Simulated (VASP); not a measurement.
Input of a VASP 6.6.1 run:

INCAR

```
ALGO     = Fast           # electronic algorithm
EDIFF    = 1E-6           # SCF threshold, eV
ENCUT    = 520            # plane-wave cutoff, eV
GGA      = PE             # functional
ISIF     = 2              # what is computed and relaxed
ISMEAR   = 0              # smearing method
IVDW     = 13             # dispersion correction
LASPH    = T              # aspherical terms in the spheres
LCHARG   = F              # write CHGCAR
LREAL    = F              # projectors in reciprocal space
LWAVE    = F              # write WAVECAR
NBANDS   = 26             # bands
NELM     = 100            # most SCF steps
PREC     = Accurate       # precision mode
SIGMA    = 0.01           # smearing width, eV
```

Contents of KPOINTS:

```
k-points
0
Gamma
  3 3 2
```

The input POSCAR:

```
CdS
1.0
    4.1500000000      0.0000000000      0.0000000000
   -2.0750000000      3.5940054300      0.0000000000
    0.0000000000      0.0000000000      6.7370000000
Cd S
2 2
Direct
    0.3333333333      0.6666666667      0.0000000000
    0.6666666667      0.3333333333      0.5000000000
    0.3333333333      0.6666666667      0.3750000000
    0.6666666667      0.3333333333      0.8750000000
```

Potentials or basis: VASP PAW PBE potentials, release 64 (Cd, S).

The run is started by

```console
$ cat potpaw_PBE.64/Cd/POTCAR potpaw_PBE.64/S/POTCAR > POTCAR
$ mpirun -np 1 vasp_std > vasp.out
```

Predict the dispersion energy per atom.

-0.309 eV.

Estimate the band gap on the k mesh.

1.18 eV, direct.

What does it give for the largest force?

0.016 eV/Å.

Estimate the pressure.

0.6 GPa.

Stress tensor (GPa, compression positive):
```
0.65 0.00 0.00
0.00 0.65 0.00
0.00 0.00 0.45
```

Caveat: the k mesh is coarse (spacing up to 0.58 Å⁻¹), so the values aren't converged. Expect the measured gap to be larger: semilocal functionals such as PBE lack the derivative discontinuity.
